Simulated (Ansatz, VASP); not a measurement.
# Ga2TeS (Ga2STe bilayer, AB) in two plane-wave programs

Wanted: the spread between two codes on one cell, functional and k mesh. Of the first pair: The structure shown is the start of the Ansatz relaxation below; VASP solves that cell, so the two are compared at the walk's first step.

Program: Ansatz 0.2.0. Level of theory: plane waves, with VASP 6.6.1 beside it; single point at PBE with D3(BJ). Results are calculated unless marked as measured.

## Step 1: Set-up

The cell holds 8 atoms: 2 Te, 4 Ga and 2 S. Cell: a = 3.845 Å, b = 3.845 Å, c = 55.151 Å, α = 90.0°, β = 90.0°, γ = 120.0°. Vacuum lies along c.

## Step 2: Ansatz: relaxation, PBE with D3(BJ)

Ansatz runs on its default PAW (the set named soft_2) files.

The two programs are compared at the cell with which this relaxation starts, whose forces are those of its first step.

File input.yaml:

```yaml
crystal:
  lattice:
    - [3.8454, 0.0, 0.0]
    - [-1.9227, 3.3302140877, 0.0]
    - [0.0, 0.0, 55.1514436238]
  atoms:
    - { symbol: Te, position: [0.3333333333, 0.6666666667, 0.390742265] }
    - { symbol: Ga, position: [0.0, 0.0, 0.4163067294] }
    - { symbol: Ga, position: [0.0, 0.0, 0.4605485451] }
    - { symbol: S, position: [0.3333333333, 0.6666666667, 0.4714422706] }
    - { symbol: Te, position: [0.6666666667, 0.3333333333, 0.5285577294] }
    - { symbol: Ga, position: [0.3333333333, 0.6666666667, 0.5541221937] }
    - { symbol: Ga, position: [0.3333333333, 0.6666666667, 0.5983640094] }
    - { symbol: S, position: [0.6666666667, 0.3333333333, 0.609257735] }
  periodic: [true, true, false]
kpoints:
  mp_grid: { grid: [12, 12, 1] }
hamiltonian:
  xc: pbe
  dispersion: d3bj
scf:
  occupations: { method: fermi_dirac, width: 0.05 }
  convergence: { dr2_threshold: 1.0e-09 }
relax:
  f_tol: 0.004
  max_steps: 90
  cell: {}
output:
  write_potential: true
  write_density: true
  volumetric_format: npy
```

On the command line:

```bash
$ ansatz run input.yaml --threads 4 --pin off --max-ram 12288MiB --backend cpu --events-out ev --progress --plain --runs-dir out
```

Numbers of over 12 decimals in the logs are rounded to 6 here.

What it wrote:

```text
Warning: relax.cell: scf.convergence.dr2_threshold = 1e-9 eV is looser than the 1.64518951976e-10 eV advised for a relaxation that steers and ends on the stress (1e-10 eV for each atom of the cell: 8, times the square of relax.cell.stress_2d_tol = 0.05 N/m over 22.1 Å (the atoms' height at the walk's start and 5 Å past either face), 2.267e-2 GPa, over a crystal's default 0.05). What an SCF threshold leaves in a stress goes as its square root, and in the free energy as the threshold itself, and one threshold admits the most on a small cell: [figures from the program's tests cut] Set scf.convergence.dr2_threshold to 1.64518951976e-10 eV or tighter. [rest of the remark cut]
Engine: ansatz 0.2.0, x86_64-unknown-linux-gnu
Pseudopotentials: kind: paw
Pseudopotential: Te, paw, valence charge 16, recommended cutoff 420 eV (normal), Te.paw.azcp
Pseudopotential: Ga, paw, valence charge 13, recommended cutoff 420 eV (normal), Ga.paw.azcp
Pseudopotential: S, paw, valence charge 6, recommended cutoff 420 eV (normal), S.paw.azcp
Functional definition: PBE
  parameter kappa = 0.804
  parameter beta = 0.066725
  exchange = pbe_x(kappa = kappa, mu = beta*pi^2/3)
  correlation = pbe_c(beta = beta)
Crystal: 8 atoms, lattice volume = 706.270 Å³
Basis set: ecut = 420 eV, 13781 PW (Γ), exchange–correlation on 54×54×750 points (8 copies of the dense FFT grid, shifted against one another)
Bands: 58, of which v1, the nominal top of the filled ones, is band 48 counted from 1 (47 counted from 0)
Symmetry: 6 space group operations
Space group: P3m1 (ITA 156), of the structure as read, at distance tolerance 8.9e-5 Å
k-points: 19 of 144 (time reversal used)
Non-local potential: Te, projectors of the file, l = 0: 2, l = 1: 2, l = 2: 2, l = 3: 2
Non-local potential: Ga, projectors of the file, l = 0: 2, l = 1: 2, l = 2: 3, l = 3: 1
Non-local potential: S, projectors of the file, l = 0: 2, l = 1: 2, l = 2: 2
PAW form: soft (Blöchl's): semilocal exchange-correlation on the pseudo side does not see the compensation charge
PAW one-centre angular grid: Te, 590 points (default); XC on 64 Gauss nodes
PAW one-centre angular grid: Ga, 590 points (default); XC on 64 Gauss nodes
PAW one-centre angular grid: S, 110 points (default); XC on 64 Gauss nodes
Initial density: superposition of atomic densities (neutral atoms: chi_scale 0, normalization atom), corrected by the library's trained network
Initial wavefunctions: pseudopotential atomic-orbital guess
Functional: x = pbe(κ = 0.804, μ = 0.219515), c = pbe(β = 0.066725)
SCF iter   1: F=—  HF=-30900.976190 eV  |F-HF|=—  |Δ(HF+E_count)|=         —  Δρ=1.29e-3  dr2=1.25e-1  ethr=1.77e-3  ⟨swp⟩=12.3  Hψ=6125  notcnv=0  defer=11
preconditioner: auto → LDOS  [insulator: Δε(μ)=0.344 eV  Ē_g=13.990 eV  σ=0.050 eV  W_gap=0.93  n_scr=88 (ndim 8)  ℏωp=12.2 eV  f_vac=0.712  D(μ)=0.06/eV (n_scr^D=2)  ε∞_Penn≈1.8  β→1.0]
SCF iter   2: F=—  HF=-30901.041063 eV  |F-HF|=—  |Δ(HF+E_count)|=   6.49e-2  Δρ=2.56e-3  dr2=1.27e0  ethr=1.30e-4  ⟨swp⟩=5.5  Hψ=2982  notcnv=0  defer=55
SCF iter   3: F=—  HF=-30900.967143 eV  |F-HF|=—  |Δ(HF+E_count)|=   7.39e-2  Δρ=5.68e-4  dr2=3.77e-2  ethr=1.30e-4  ⟨swp⟩=4.8  Hψ=1802  notcnv=0  defer=60
SCF iter   4: F=—  HF=-30900.966118 eV  |F-HF|=—  |Δ(HF+E_count)|=   1.02e-3  Δρ=3.75e-4  dr2=1.25e-2  ethr=3.93e-5  ⟨swp⟩=2.5  Hψ=2001  notcnv=0  defer=59
SCF iter   5: F=—  HF=-30900.964620 eV  |F-HF|=—  |Δ(HF+E_count)|=   1.50e-3  Δρ=1.47e-4  dr2=5.18e-3  ethr=1.30e-5  ⟨swp⟩=2.6  Hψ=1453  notcnv=0  defer=59
SCF iter   6: F=—  HF=-30900.964232 eV  |F-HF|=—  |Δ(HF+E_count)|=   3.88e-4  Δρ=6.26e-5  dr2=5.32e-4  ethr=5.40e-6  ⟨swp⟩=1.9  Hψ=1368  notcnv=0  defer=59
SCF iter   7: F=—  HF=-30900.964180 eV  |F-HF|=—  |Δ(HF+E_count)|=   5.16e-5  Δρ=2.40e-5  dr2=1.86e-5  ethr=5.54e-7  ⟨swp⟩=2.5  Hψ=1565  notcnv=0  defer=59
SCF iter   8: F=—  HF=-30900.964107 eV  |F-HF|=—  |Δ(HF+E_count)|=   7.31e-5  Δρ=1.70e-5  dr2=8.77e-6  ethr=1.93e-8  ⟨swp⟩=3.2  Hψ=2010  notcnv=0  defer=59
SCF iter   9: F=—  HF=-30900.964112 eV  |F-HF|=—  |Δ(HF+E_count)|=   4.98e-6  Δρ=8.52e-6  dr2=9.20e-7  ethr=9.13e-9  ⟨swp⟩=2.8  Hψ=1933  notcnv=0  defer=59
SCF iter  10: F=—  HF=-30900.964085 eV  |F-HF|=—  |Δ(HF+E_count)|=   2.70e-5  Δρ=2.12e-6  dr2=2.68e-7  ethr=9.58e-10  ⟨swp⟩=2.9  Hψ=2413  notcnv=0  defer=61
SCF iter  11: F=—  HF=-30900.964085 eV  |F-HF|=—  |Δ(HF+E_count)|=  6.04e-10  Δρ=9.31e-7  dr2=4.36e-8  ethr=2.79e-10  ⟨swp⟩=1.8  Hψ=1332  notcnv=0  defer=61
[...]
SCF iter   5: F=—  HF=-30901.656277 eV  |F-HF|=—  |Δ(HF+E_count)|=   4.84e-6  Δρ=5.28e-7  dr2=1.47e-9  ethr=6.54e-11  ⟨swp⟩=1.9  Hψ=1350  notcnv=0  defer=2
SCF iter   6: F=—  HF=-30901.656278 eV  |F-HF|=—  |Δ(HF+E_count)|=   1.35e-6  Δρ=1.82e-7  dr2=1.65e-9  ethr=1.04e-12  ⟨swp⟩=18.5  Hψ=9748  notcnv=0
SCF iter   7: F=-30901.656278 eV  HF=-30901.656278 eV  |F-HF|=3.88e-8  |Δ(HF+E_count)|=   2.35e-7  Δρ=8.77e-8  dr2=1.98e-10  ethr=1.04e-12  ⟨swp⟩=9.2  Hψ=6786  notcnv=0
SCF 8 converged in 7 iterations: F = -30901.656278 eV  dr2 = 1.98e-10
relax step   8: F+E_penalty+E_count = -30901.65627815 eV  Δ(F+E_penalty+E_count) = -9.554e-5 eV  max|allowed force component| = 1.377e-3 eV/Å  Δτ_max = 0.0000 Å  P = -0.018 N/m  Ω = 707.859 Å³  fix = [c, alpha, beta]  reactions: c -0.000 N/m  stress off target by 1.80e-2 N/m on what of the cell is left free  SCF on the basis re-selected at this cell (its energy is not comparable with the rows above)  (7 SCF iters)
basis re-selected at this cell: Δ(F+E_penalty+E_count) = -9.554e-5 eV, ΔP = -0.002 N/m vs the last step (what re-selecting the basis moved, of the pressure what is left beyond the Pulay correction that the steps carried, after the strain that the cell walked since its last selection, with what the two solves' SCF thresholds leave and, on support functions, any second-order correction that the steps lacked; it is no m [...]
WARN: The output density's exchange-correlation potential varies sharply where the density is thin. Do not read a vacuum level from v_tot or v_xc, or from such a field of the output density. On a cell that repeats whose density bears no net charge and no dipole along the vacuum's axis use v_es (v_loc + v_h of the components); under efield.dipole_correction with no amplitude use v_es + v_field, which holds any externa [...]
SCF converged after 7 iterations
Free energy (F): -30901.656278 eV
Harris-Foulkes:  -30901.656278 eV  (|F-HF|=3.88e-8)
Internal energy: -30901.656081 eV  (E = F + TS)
E sigma→0 (E₀):  -30901.656180 eV
Entropy (-TS):   -0.000197 eV (-0.025 meV/atom)
Fermi energy:    -4.619426 eV
--- Per-component energies (eV) ---
  E_band       = -2004.335813
  E_kinetic    = 1034.456205
  E_local      = -578535.279022  (includes V_loc(G=0)·N_el)
  E_nonlocal   = 1135.003889
  E_hartree    = 288693.846476
  E_xc         = -717.506639
  E_vxc        = -612.630887  (∫ρ·V_xc dr)
  E_paw        = -18479.915684  (= ΣΔE_a)
  E_vpaw       = -2413.579305  (= ΣTr[D̂ρ^β])
  E_aug_tail   = -0.000781  (compensation charges beyond the density's cutoff)
  E_ewald      = 275969.832805
  E_disp       = -2.093328  (pairwise vdW)
  E_smearing   = -0.000197  (= −TS)
  E_closure    = -0.000000  (closes the sum)
  Σ components = -30901.656278   (vs F -30901.656278, Δ=0.00e0)
--- Forces (eV/Å), atoms counted from 1 ---
  atom   1  Te     0.00000000    -0.00000000     0.00060430
  atom   2  Ga     0.00000000     0.00000000    -0.00086326
  atom   3  Ga     0.00000000     0.00000000     0.00120139
  atom   4  S      0.00000000    -0.00000000    -0.00116828
  atom   5  Te     0.00000000    -0.00000000     0.00052337
  atom   6  Ga     0.00000000     0.00000000    -0.00059616
  atom   7  Ga     0.00000000     0.00000000     0.00137719
  atom   8  S      0.00000000    -0.00000000    -0.00107934
  max |Σ_I F_I| component: 7.87e-7 eV/Å
--- 2D stress c σ (N/m, compression-positive) ---
       -0.018032      -0.000000       0.000000
       -0.000000      -0.018032      -0.000000
        0.000000      -0.000000      -0.000000
  P = ½ c Tr σ = -0.0180 N/m
--- Band table (eV; the first three rows and the last of 19) ---
  k-point 0: bands = [... 44 lower, -5.2966, -5.2966, -4.8407, -4.8407, -4.4375, -3.7111, -2.3386, -1.7424, ... 6 higher]
  k-point 1: bands = [... 44 lower, -5.4574, -5.4569, -5.3304, -4.9999, -4.0660, -3.4272, -2.0728, -1.6973, ... 6 higher]
  k-point 2: bands = [... 44 lower, -5.9952, -5.8333, -5.3782, -5.3731, -3.5337, -2.9722, -2.5822, -2.0622, ... 6 higher]
  k-point 18: bands = [... 44 lower, -7.5342, -7.2691, -6.9353, -6.7283, -3.5029, -3.2114, -2.7911, -2.4181, ... 6 higher]
  the weakly bound empty levels are not read free of the cell's end (no_gap_told)
--- Relaxed structure (7 steps of the walk, 7 accepted, 1 SCFs on fresh bases) ---
  F+E_penalty+E_count = -30901.65627815 eV   max|allowed force component| = 1.377e-3 eV/Å   (the final SCF, on the basis selected at the relaxed cell)
  cell:  # Å, volume = 707.8592 Å³
    - [3.849725, 3.201010356515671e-19, 0]
    - [-1.924862, 3.333959, 0]
    - [0, 0, 55.1514436238]
  atoms:
    - { symbol: Te, position: [0.333333, 0.666667, 0.386241] }
    - { symbol: Ga, position: [-1.8503717076008884e-17, -3.238150488543893e-17, 0.411349] }
    - { symbol: Ga, position: [-1.8503717076008884e-17, -3.238150488543893e-17, 0.455643] }
    - { symbol: S, position: [0.333333, 0.666667, 0.473165] }
    - { symbol: Te, position: [0.666667, 0.333333, 0.530392] }
    - { symbol: Ga, position: [0.333333, 0.666667, 0.555463] }
    - { symbol: Ga, position: [0.333333, 0.666667, 0.599786] }
    - { symbol: S, position: [0.666667, 0.333333, 0.617302] }
```

[end of part 1 of 2]

[Lines on the potential files, build, host, timing and source positions are cut from VASP's logs without a mark.]

[Logs are printed without paths, hosts, clocks, repeated set-up lines and the standing remarks that a program may print on its own settings, such as how far it seeks lower states.]

[Hosts, paths, dates, database ids (printed as entryN), source tags and the programs' standing remarks are cut or masked in the printed files.]
